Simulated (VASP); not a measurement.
Input for VASP

INCAR:
```
! general
SYSTEM =TaO2
PREC   =Accurate
ENCUT  =400
LREAL  =F
LASPH  =T

! electronic loop
EDIFF  =1E-6
NELM   =100
ALGO   =Normal
LMAXMIX=6

! smearing
ISMEAR =0
SIGMA  =0.1

! functional
GGA    =PS

! ions
ISIF   =2

! output
LWAVE  =F
LCHARG =F
```

POSCAR:
```
TaO2
4.7392490
  1.0000000000   0.0000000000   0.0000000000
  0.0000000000   1.0000000000   0.0000000000
  0.0000000000   0.0000000000   0.6440049890
Ta O
2 4
Cart
  0.0000000000   0.0000000000   0.0000000000
  0.5000000000   0.5000000000   0.3220024945
  0.3049600000   0.3049600000   0.0000000000
  0.8049600000   0.1950400000   0.3220024945
  0.1950400000   0.8049600000   0.3220024945
  0.6950400000   0.6950400000   0.0000000000
```

KPOINTS:
```
K-points
0
Gamma
5 5 7
0 0 0
```

POTCAR, in this order: Ta_pv O (PBE.64 set). Program: vasp_std.

Write an equivalent input for Quantum ESPRESSO's pw.x.

One equivalent input (not run):
```
&CONTROL
  calculation = 'scf'
  pseudo_dir = './pseudo'
  outdir = './out'
  tprnfor = .true.
  tstress = .true.
/
&SYSTEM
  ibrav = 0
  nat = 6
  ntyp = 2
  ecutwfc = 84
  occupations = 'smearing'
  smearing = 'gaussian'
  degauss = 0.00735
  input_dft = 'pbesol'
/
&ELECTRONS
  conv_thr = 7.3e-08
  electron_maxstep = 100
/
ATOMIC_SPECIES
  Ta 180.948 Ta.upf
  O 15.999 O.upf
CELL_PARAMETERS angstrom
     4.7392490    0.0000000    0.0000000
     0.0000000    4.7392490    0.0000000
     0.0000000    0.0000000    3.0521000
ATOMIC_POSITIONS crystal
  Ta   0.0000000  0.0000000  0.0000000
  Ta   0.5000000  0.5000000  0.5000000
  O    0.3049600  0.3049600  0.0000000
  O    0.8049600  0.1950400  0.5000000
  O    0.1950400  0.8049600  0.5000000
  O    0.6950400  0.6950400  0.0000000
K_POINTS automatic
  5 5 7 0 0 0
```
What does not carry over: the potentials are each code's own (VASP's PAW set, PseudoDojo norm-conserving files in pw.x), so ENCUT and ecutwfc are chosen apart and not converted; conv_thr bounds pw.x's estimated SCF error, while EDIFF bounds the energy change between steps.

The structure was generated: TaO2 was put into an ordered model structure, which need not be its known phase. The cell was not relaxed at this level, and its volume differs by -5.9 % from the start's.
